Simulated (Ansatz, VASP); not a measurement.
**Cross-check of AsN (CsCl type (invented)) between VASP and Ansatz**

One calculation is typed for both programs; each brings its own data sets. How far apart do they land? The cell is generated by rule, not measured, and may not be a known phase. The cell is taken from a series of runs on this material, whose earlier steps may have relaxed, scaled, displaced or heated it; both programs get it as it stands.

Calculated with Ansatz 0.2.0; plane waves, with VASP 6.6.1 beside it; PBE.

## 1. Set-up

Symmetry: Pm-3m, No. 221, cubic system. Conventional cell: a = 2.844 Å, b = 2.844 Å, c = 2.844 Å, α = 90.00°, β = 90.00°, γ = 90.00°. Nearest to As lie 8 N at 2.46 Å. Nearest to N lie 8 As at 2.46 Å. Farther neighbours and most contacts between anions are not listed.

As a file:

```xyz
2
Lattice="2.8437 0.0000 0.0000 0.0000 2.8437 0.0000 0.0000 0.0000 2.8437" Properties=species:S:1:pos:R:3 pbc="T T T"
As    0.0000    0.0000    0.0000
N     1.4219    1.4219    1.4219
```

## 2. VASP: relaxation of cell and atoms, PBE

The relaxed volume is the usual yardstick between codes: in a stiff, nearly cubic crystal its relative difference is about their pressure difference at one cell divided by the bulk modulus.

Lines of VASP's logs that name or quote its potential files are left out, and so is its time.

Input file INCAR:

```
SYSTEM = AsN
PREC = Accurate
ENCUT = 600
EDIFF = 1E-07
NELM = 120
ISMEAR = 0
SIGMA = 0.1
LREAL = .FALSE.
ALGO = Normal
GGA = PE
NBANDS = 11
LORBIT = 11
LWAVE = .FALSE.
LCHARG = .FALSE.
ISIF = 3
IBRION = 2
NSW = 80
EDIFFG = -0.005
LASPH = .TRUE.
GGA_COMPAT = .FALSE.
NELMIN = 4
```

Input file POSCAR:

```
AsN
1.0
    2.8437480000      0.0000000000      0.0000000000
    0.0000000000      2.8437480000      0.0000000000
    0.0000000000      0.0000000000      2.8437480000
As N
1 1
Direct
    0.0000000000      0.0000000000      0.0000000000
    0.5000000000      0.5000000000      0.5000000000
```

Input file KPOINTS:

```
Automatic mesh
0
Gamma
14 14 14
0 0 0
```

PAW data sets: As and N (PBE family, release 64).

On the command line:

```
mpirun -np 1 vasp_std
```

Numbers of over 12 decimals in the logs are rounded to 6 here.

What it wrote:

```text
[banner, memory and clock lines left out]
running    1 mpi-ranks, on    1 nodes
 distrk:  each k-point on    1 cores,    1 groups
 distr:  one band on    1 cores,    1 groups

 POSCAR found type information on POSCAR AsN
 POSCAR found :  2 types and       2 ions
 LDA part: xc-table for (Slater+PW92), standard interpolation
 POSCAR, INCAR and KPOINTS ok, starting setup
 FFT: planning ... GRIDC
 FFT: planning ... GRID_SOFT
 FFT: planning ... GRID
 WAVECAR not read
 entering main loop
       N       E                     dE             d eps       ncg     rms          rms(c)
DAV:   1     0.242094552347E+02    0.24209E+02   -0.58126E+03  2640   0.947E+02
DAV:   2    -0.971253150054E+01   -0.33922E+02   -0.32359E+02  3722   0.166E+02
DAV:   3    -0.110511001777E+02   -0.13386E+01   -0.13198E+01  3108   0.294E+01
DAV:   4    -0.110549933138E+02   -0.38931E-02   -0.38926E-02  2934   0.176E+00
DAV:   5    -0.110550008984E+02   -0.75847E-05   -0.75844E-05  3084   0.776E-02    0.750E+00
DAV:   6    -0.100904560530E+02    0.96454E+00   -0.18001E+01  2936   0.197E+01    0.478E+00
DAV:   7    -0.972852069807E+01    0.36194E+00   -0.23121E+00  2774   0.812E+00    0.184E+00
DAV:   8    -0.973221420841E+01   -0.36935E-02   -0.17080E-01  2802   0.362E+00    0.129E+00
DAV:   9    -0.972187684935E+01    0.10337E-01   -0.14412E-02  2871   0.992E-01    0.212E-01
DAV:  10    -0.972165057949E+01    0.22627E-03   -0.13923E-03  3060   0.269E-01    0.351E-02
DAV:  11    -0.972162965619E+01    0.20923E-04   -0.13701E-04  3070   0.656E-02    0.144E-02
DAV:  12    -0.972163065337E+01   -0.99718E-06   -0.35066E-06  2985   0.162E-02    0.304E-03
DAV:  13    -0.972163107597E+01   -0.42260E-06   -0.42835E-08  1872   0.216E-03    0.115E-03
DAV:  14    -0.972163102343E+01    0.52545E-07   -0.82976E-09  1611   0.785E-04
   1 F= -.97216310E+01 E0= -.97189697E+01  d E =-.972163E+01
 curvature:   0.00 expect dE= 0.000E+00 dE for cont linesearch  0.000E+00
 trial: gam= 0.00000 g(F)=  0.000E+00 g(S)=  0.237E-04 ort = 0.000E+00 (trialstep = 0.100E+01)
 search vector abs. value=  0.237E-04
 bond charge predicted
       N       E                     dE             d eps       ncg     rms          rms(c)
DAV:   1    -0.972167571748E+01   -0.44642E-04   -0.10146E-03  2733   0.242E-01    0.447E-02
DAV:   2    -0.972164954734E+01    0.26170E-04   -0.25434E-04  2945   0.851E-02    0.168E-02
DAV:   3    -0.972164062872E+01    0.89186E-05   -0.45815E-05  2753   0.355E-02    0.981E-03
DAV:   4    -0.972163829710E+01    0.23316E-05   -0.70491E-06  2829   0.175E-02    0.241E-03
DAV:   5    -0.972163827799E+01    0.19116E-07   -0.14777E-07  1821   0.265E-03
   2 F= -.97216383E+01 E0= -.97189917E+01  d E =-.725456E-05
 trial-energy change:   -0.000007  1 .order   -0.000006   -0.000024    0.000011
 step:   0.7138(harm=  0.6778)  dis= 0.00000  next Energy=    -9.721640 (dE=-0.885E-05)
 reached required accuracy - stopping structural energy minimisation
```

Parts of OUTCAR (step 2):

```text
ion  position               nearest neighbor table
   1  0.000  0.000  0.000-
   2  0.500  0.500  0.500-

  LATTYP: Found a simple cubic cell.
 ALAT       =     2.8437480000

 Subroutine GETGRP returns: Found 48 space group operations
 (whereof 48 operations were pure point group operations)

The static configuration has the point symmetry O_h .

 Found    120 irreducible k-points:

   k-points           NKPTS =    120   k-points in BZ     NKDIM =    120   number of bands    NBANDS=     11

   dimension x,y,z NGX =    24 NGY =   24 NGZ =   24
   dimension x,y,z NGXF=    48 NGYF=   48 NGZF=   48

   ENCUT  =  600.0 eV  44.10 Ry    6.64 a.u.   5.68  5.68  5.68*2*pi/ulx,y,z

   NELECT =      10.0000    total number of electrons

 k-points in reciprocal lattice and weights: Automatic mesh
   0.00000000  0.00000000  0.00000000       0.000
   0.07142857  0.00000000  0.00000000       0.002
   0.14285714  0.00000000  0.00000000       0.002
   0.21428571  0.00000000  0.00000000       0.002
   0.28571429  0.00000000  0.00000000       0.002
   0.35714286  0.00000000  0.00000000       0.002
   0.42857143  0.00000000  0.00000000       0.002
   0.50000000  0.00000000  0.00000000       0.001
   0.07142857  0.07142857  0.00000000       0.004
[...]
0.50000000  0.50000000  0.42857143       0.002
   0.50000000  0.50000000  0.50000000       0.000

 average (electrostatic) potential at core
       1 -48.4059       2 -61.3930

 E-fermi :   7.5807

 k-point     1 :       0.0000    0.0000    0.0000
  band No.  band energies     occupation
      1     -10.4254      2.00000
      2       0.3974      2.00000
      3       5.1804      2.00000
      4       5.1804      2.00000
      5       5.1804      2.00000
      6      14.2813      0.00000
      7      14.2813      0.00000
      8      14.5460      0.00000
      9      14.5460      0.00000
     10      14.5460      0.00000
    ...

 k-point     2 :       0.0714    0.0000    0.0000
  band No.  band energies     occupation
      1     -10.3432      2.00000
      2       0.1724      2.00000
      3       5.1360      2.00000
      4       5.2446      2.00000
      5       5.2446      2.00000
      6      13.4993      0.00000
      7      14.3655      0.00000
      8      14.4394      0.00000
      9      14.4394      0.00000
     10      15.5701      0.00000
    ...

 k-point     3 :       0.1429    0.0000    0.0000
  band No.  band energies     occupation
      1     -10.0977      2.00000
      2      -0.4803      2.00000
      3       5.0995      2.00000
      4       5.4327      2.00000
      5       5.4327      2.00000
      6      12.6186      0.00000
      7      14.1270      0.00000
      8      14.1270      0.00000
      9      14.6169      0.00000
     10      17.0973      0.00000
    ...

  Total        0.0086092      0.0086092      0.0086092      0.0000000     -0.0000000      0.0000000
  in kB        0.6005767      0.6005767      0.6005767      0.0000000     -0.0000000      0.0000000
  external PRESSURE =       0.6005767 kB  Pullay stress =       0.0000000 kB

  energy-cutoff  :      600.00
  volume of cell :       22.97
      direct lattice vectors                 reciprocal lattice vectors
     2.842505605  0.000000000  0.000000000     0.351802297 -0.000000000  0.000000000
     0.000000000  2.842505605  0.000000000    -0.000000000  0.351802297  0.000000000
    -0.000000000 -0.000000000  2.842505605    -0.000000000 -0.000000000  0.351802297

 POSITION                                       TOTAL-FORCE (eV/Angst)
 -----------------------------------------------------------------------------------
      0.00000      0.00000      0.00000         0.000000     -0.000000      0.000000
      1.42125      1.42125      1.42125        -0.000000      0.000000      0.000000
 -----------------------------------------------------------------------------------
    total drift:                                0.000000     -0.000000     -0.000000

  FREE ENERGIE OF THE ION-ELECTRON SYSTEM (eV)
  ---------------------------------------------------
  free  energy   TOTEN  =        -9.7216382780 eV

  energy  without entropy=       -9.7163452162  energy(sigma->0) =       -9.71899175

 reached required accuracy - stopping structural energy minimisation

 total charge
# of ion       s       p       d       tot
------------------------------------------
    1        1.391   1.035   0.092   2.518
    2        1.333   2.150   0.000   3.483
--------------------------------------------------
tot          2.724   3.185   0.092   6.001

[... 3 further parts left out ...]
```

## 3. Ansatz: relaxation of cell and atoms, PBE

Ansatz runs on its default PAW (the set named soft_2) files.

The same cell, functional, mesh and smearing now go to Ansatz, which takes its cutoff from its data sets.

Input file input.yaml:

```yaml
crystal:
  lattice:
    - [2.8437475412, 0.0, 0.0]
    - [0.0, 2.8437475412, 0.0]
    - [0.0, 0.0, 2.8437475412]
  atoms:
    - { symbol: As, position: [0.0, 0.0, 0.0] }
    - { symbol: "N", position: [0.5, 0.5, 0.5] }
kpoints:
  mp_grid: { grid: [14, 14, 14] }
hamiltonian:
  xc: pbe
scf:
  occupations: { method: gaussian, width: 0.1 }
output:
  forces: true
  stress: true
  eigenvalues: true
  write_density: true
  write_potential: true
  elf: true
  volumetric_format: npy
relax:
  adjacent_minimum: "off"
  f_tol: 0.005
  max_steps: 80
  cell: { stress_tol: 0.05 }
```

On the command line:

```
ansatz run input.yaml --threads 2 --pin off --max-ram 5120MiB --backend cpu --events-out ev --progress --plain --runs-dir out
```

What it wrote:

```text
Engine: ansatz 0.2.0, x86_64-unknown-linux-gnu
Pseudopotentials: kind: paw
Pseudopotential: As, paw, valence charge 15, recommended cutoff 420 eV (normal), As.paw.azcp
Pseudopotential: N, paw, valence charge 5, recommended cutoff 420 eV (normal), N.paw.azcp
Functional definition: PBE
  parameter kappa = 0.804
  parameter beta = 0.066725
  exchange = pbe_x(kappa = kappa, mu = beta*pi^2/3)
  correlation = pbe_c(beta = beta)
Crystal: 2 atoms, lattice volume = 22.997 Å³
Basis set: ecut = 420 eV, 461 PW (Γ), exchange–correlation on 40×40×40 points (8 copies of the dense FFT grid, shifted against one another)
Bands: 14, of which v1, the nominal top of the filled ones, is band 10 counted from 1 (9 counted from 0)
Symmetry: 48 space group operations
Space group: Pm-3m (ITA 221), of the structure as read, at distance tolerance 2.8e-5 Å
k-points: 120 of 2744
Non-local potential: As, projectors of the file, l = 0: 2, l = 1: 2, l = 2: 3, l = 3: 1
Non-local potential: N, projectors of the file, l = 0: 2, l = 1: 2, l = 2: 1
PAW form: soft (Blöchl's): semilocal exchange-correlation on the pseudo side does not see the compensation charge
PAW one-centre angular grid: As, 590 points (default); XC on 64 Gauss nodes
PAW one-centre angular grid: N, 110 points (default); XC on 64 Gauss nodes
Initial density: superposition of atomic densities (neutral atoms: chi_scale 0, normalization atom), corrected by the library's trained network
Initial wavefunctions: pseudopotential atomic-orbital guess
Functional: x = pbe(κ = 0.804, μ = 0.219515), c = pbe(β = 0.066725)
SCF iter   1: F=—  HF=-5236.789517 eV  |F-HF|=—  |Δ(HF+E_count)|=         —  Δρ=2.83e-3  dr2=1.77e-3  ethr=1.77e-3  ⟨swp⟩=5.0  Hψ=8561  notcnv=0
preconditioner: auto → none  [metal: Δε(μ)=0.027 eV  Ē_g=12.393 eV  σ=0.100 eV  W_gap=0.15  n_scr=6 (ndim 8)  ℏωp=24.5 eV  f_vac=0.000  D(μ)=1.06/eV (n_scr^D=6)  sad-step TF]
SCF iter   2: F=—  HF=-5236.789420 eV  |F-HF|=—  |Δ(HF+E_count)|=   9.73e-5  Δρ=2.12e-3  dr2=1.12e-3  ethr=8.83e-6  ⟨swp⟩=1.5  Hψ=2731  notcnv=0
SCF iter   3: F=—  HF=-5236.789300 eV  |F-HF|=—  |Δ(HF+E_count)|=   1.20e-4  Δρ=3.42e-4  dr2=3.33e-5  ethr=5.62e-6  ⟨swp⟩=2.0  Hψ=2728  notcnv=0
SCF iter   4: F=—  HF=-5236.789332 eV  |F-HF|=—  |Δ(HF+E_count)|=   3.21e-5  Δρ=8.51e-5  dr2=9.62e-7  ethr=1.67e-7  ⟨swp⟩=2.0  Hψ=2829  notcnv=0
SCF iter   5: F=—  HF=-5236.789328 eV  |F-HF|=—  |Δ(HF+E_count)|=   3.99e-6  Δρ=4.05e-5  dr2=2.56e-7  ethr=4.81e-9  ⟨swp⟩=2.0  Hψ=2866  notcnv=0
SCF iter   6: F=-5236.789327 eV  HF=-5236.789327 eV  |F-HF|=2.09e-8  |Δ(HF+E_count)|=   3.32e-7  Δρ=6.86e-6  dr2=4.52e-9  ethr=5.00e-10  ⟨swp⟩=8.6  Hψ=13017  notcnv=0
SCF 1 converged in 6 iterations: F = -5236.789327 eV  dr2 = 4.52e-9
  Residual-converged pass: ⟨swp⟩=1.0  Hψ=2163  notcnv=0  max |occ|·‖R‖ = 7.1e-9 eV (tolerance 1.0e-8 eV)  dr2=4.52e-9  dr2_onsite=2.15e-8  max |Δocc| = 8.3e-11
  greatest PAW one-centre occupation: 0.999 electrons in one spin orbital (limit 2), on the As atom at site 0 (counted from 0), in its partial waves of l = 2
relax step   1: F+E_penalty+E_count = -5236.78932734 eV  Δ(F+E_penalty+E_count) = +0.000e0 eV  max|allowed force component| = 7.231e-31 eV/Å  Δτ_max = 0.0000 Å  P = +0.033 GPa  Ω = 22.997 Å³  (6 SCF iters, dr2 threshold 1.00e-7 eV, accepted)
Initial density: handed on by an earlier stage of this run
Initial wavefunctions: pseudopotential atomic-orbital guess (no wavefunctions were taken with the density)
iter 1 solved again at ethr=1.08e-8 eV; its pass at ethr=3.10e-3 eV (dr2=2.15e-6 eV) is discarded
SCF iter   1: F=—  HF=-5236.789281 eV  |F-HF|=—  |Δ(HF+E_count)|=         —  Δρ=6.86e-6  dr2=4.31e-9  ethr=1.08e-8  ⟨swp⟩=3.0  Hψ=12990  notcnv=0
preconditioner: auto → none  [metal: Δε(μ)=0.004 eV  Ē_g=12.397 eV  σ=0.100 eV  W_gap=0.02  n_scr=6 (ndim 8)  ℏωp=24.5 eV  f_vac=0.000  D(μ)=1.06/eV (n_scr^D=6)]
SCF iter   2: F=—  HF=-5236.789327 eV  |F-HF|=—  |Δ(HF+E_count)|=   4.58e-5  Δρ=2.86e-6  dr2=1.26e-9  ethr=2.16e-11  ⟨swp⟩=2.0  Hψ=2910  notcnv=0
SCF iter   3: F=—  HF=-5236.789327 eV  |F-HF|=—  |Δ(HF+E_count)|=  8.00e-11  Δρ=1.49e-6  dr2=3.35e-10  ethr=6.28e-12  ⟨swp⟩=1.0  Hψ=1680  notcnv=0
iter 4 did not close the SCF: its close was put off for the readings that it lacked (scf_convergence_deferred on its scf_iter line)
SCF iter   4: F=-5236.789327 eV  HF=-5236.789327 eV  |F-HF|=1.82e-12  |Δ(HF+E_count)|=  2.46e-11  Δρ=3.39e-8  dr2=6.67e-14  ethr=1.68e-12  ⟨swp⟩=1.2  Hψ=1722  notcnv=0
iter 5 did not close the SCF: its close was put off for the readings that it lacked (scf_convergence_deferred on its scf_iter line)
SCF iter   5: F=-5236.789327 eV  HF=-5236.789327 eV  |F-HF|=9.09e-13  |Δ(HF+E_count)|=  9.09e-13  Δρ=7.66e-9  dr2=5.58e-15  ethr=1.00e-12  ⟨swp⟩=1.0  Hψ=1680  notcnv=0
iter 6 did not close the SCF: its close was put off for the readings that it lacked (scf_convergence_deferred on its scf_iter line)
SCF iter   6: F=-5236.789327 eV  HF=-5236.789327 eV  |F-HF|=0.00e0  |Δ(HF+E_count)|=    0.00e0  Δρ=5.77e-10  dr2=2.87e-17  ethr=1.00e-12  ⟨swp⟩=1.0  Hψ=1680  notcnv=0
iter 7 did not close the SCF: its close was put off for the readings that it lacked (scf_convergence_deferred on its scf_iter line)
SCF iter   7: F=-5236.789327 eV  HF=-5236.789327 eV  |F-HF|=1.82e-12  |Δ(HF+E_count)|=  3.64e-12  Δρ=1.04e-10  dr2=7.79e-19  ethr=1.00e-12  ⟨swp⟩=1.0  Hψ=1680  notcnv=0
SCF iter   8: F=-5236.789327 eV  HF=-5236.789327 eV  |F-HF|=9.09e-13  |Δ(HF+E_count)|=  2.73e-12  Δρ=1.08e-11  dr2=1.44e-20  ethr=1.00e-12  ⟨swp⟩=1.0  Hψ=3843  notcnv=0
SCF 2 converged in 8 iterations: F = -5236.789327 eV  dr2 = 1.44e-20
relax step   2: F+E_penalty+E_count = -5236.78932735 eV  Δ(F+E_penalty+E_count) = -1.087e-8 eV  max|allowed force component| = 4.881e-30 eV/Å  Δτ_max = 0.0000 Å  P = +0.034 GPa  Ω = 22.997 Å³  stress off target by 3.37e-2 GPa  SCF on the basis re-selected at this cell (its energy is not comparable with the rows above)  (8 SCF iters)
basis re-selected at this cell: Δ(F+E_penalty+E_count) = -1.087e-8 eV, ΔP = +0.000 GPa vs the last step (what re-selecting the basis moved, of the pressure what is left beyond the Pulay correction that the steps carried, after the strain that the cell walked since its last selection, with what the two solves' SCF thresholds leave and, on support functions, any second-order correction that the steps lacked; it is no m [...]
SCF converged after 8 iterations
Free energy (F): -5236.789327 eV
Harris-Foulkes:  -5236.789327 eV  (|F-HF|=9.09e-13)
Internal energy: -5236.784003 eV  (E = F + TS)
E sigma→0 (E₀):  -5236.786665 eV
Entropy (-TS):   -0.005324 eV (-2.662 meV/atom)
Fermi energy:    13.468936 eV
--- Per-component energies (eV) ---
  E_band       = -166.463861
  E_kinetic    = 226.635379
  E_local      = -1450.393246  (includes V_loc(G=0)·N_el)
  E_nonlocal   = -623.830399
  E_hartree    = 809.732412
  E_xc         = -138.462610
  E_vxc        = -154.459226  (∫ρ·V_xc dr)
  E_paw        = -1960.040337  (= ΣΔE_a)
  E_vpaw       = 216.118720  (= ΣTr[D̂ρ^β])
  E_aug_tail   = 0.000087  (compensation charges beyond the density's cutoff)
  E_ewald      = -2100.425290
  E_smearing   = -0.005324  (= −TS)
  E_closure    = 0.000000  (closes the sum)
  Σ components = -5236.789327   (vs F -5236.789327, Δ=0.00e0)
--- Forces (eV/Å), atoms counted from 1 ---
  atom   1  As    -0.00000000     0.00000000    -0.00000000
  atom   2  N      0.00000000    -0.00000000    -0.00000000
  max |Σ_I F_I| component: 9.70e-30 eV/Å
--- Stress (GPa, compression-positive) ---
        0.033669       0.000000       0.000000
        0.000000       0.033669       0.000000
        0.000000       0.000000       0.033669
  P = ⅓ Tr σ = 0.0337 GPa (0.337 kbar)
--- Band table (eV; the first three rows and the last of 120) ---
  k-point 0: bands = [... 6 lower, 6.2785, 11.0717, 11.0717, 11.0717, 20.2344, 20.2344, 20.4246, 20.4246]
  k-point 1: bands = [... 6 lower, 6.0546, 11.0272, 11.1359, 11.1359, 19.4018, 20.3184, 20.3184, 20.3197]
  k-point 2: bands = [... 6 lower, 5.4051, 10.9902, 11.3243, 11.3243, 18.5089, 20.0072, 20.0072, 20.5743]
  k-point 119: bands = [... 6 lower, 6.6718, 9.7628, 9.7628, 9.7628, 10.7365, 10.7365, 10.7365, 29.0258]
--- Relaxed structure (1 steps of the walk, 1 accepted, 1 SCFs on fresh bases) ---
  F+E_penalty+E_count = -5236.78932735 eV   max|allowed force component| = 4.881e-30 eV/Å   (the final SCF, on the basis selected at the relaxed cell)
  cell:  # Å, volume = 22.9971 Å³
    - [2.8437475412, 0.0, 0.0]
    - [0.0, 2.8437475412, 0.0]
    - [0.0, 0.0, 2.8437475412]
  atoms:
    - { symbol: As, position: [0.0, 0.0, 0.0] }
    - { symbol: N, position: [0.5, 0.5, 0.5] }
```

## 4. Comparison

Known differences besides the potentials themselves: the data sets hold 20 valence electrons in Ansatz (on its default PAW (the set named soft_2) files) and 10 in VASP; the cutoff is 420 eV in Ansatz and 600 eV in VASP; Ansatz adds a Pulay correction to the stress that steers its cell, VASP none. Total energies have different zeros and are not compared.

Compared:

```csv
quantity,Ansatz,VASP,difference
volume (Å³),23.00,22.97,+0.13 %
"edge a after relaxation, in the typed setting (Å)",2.844,2.842,+0.04 %
```

## 5. What came out

| Item | Value |
| --- | --- |
| difference in volume (relaxation of cell and atoms, PBE) | 0.13 % |

What this shows: The difference in volume is 0.13 % (relaxation of cell and atoms, PBE), within the 1.2 % picked in this series as the mark of a large difference, as far as the stopping tolerances let one tell. The data sets hold unlike numbers of valence electrons (20 in Ansatz and 10 in VASP), so part of the differences may come from the potentials. How closely two codes agree says nothing of how well the functional describes the real material.

[Lines on the potential files, build, host, timing and source positions are cut from VASP's logs without a mark.]

[Logs are printed without paths, hosts, clocks, repeated set-up lines and the standing remarks that a program may print on its own settings, such as how far it seeks lower states.]

[Hosts, paths, dates, database ids (printed as entryN), source tags and the programs' standing remarks are cut or masked in the printed files.]
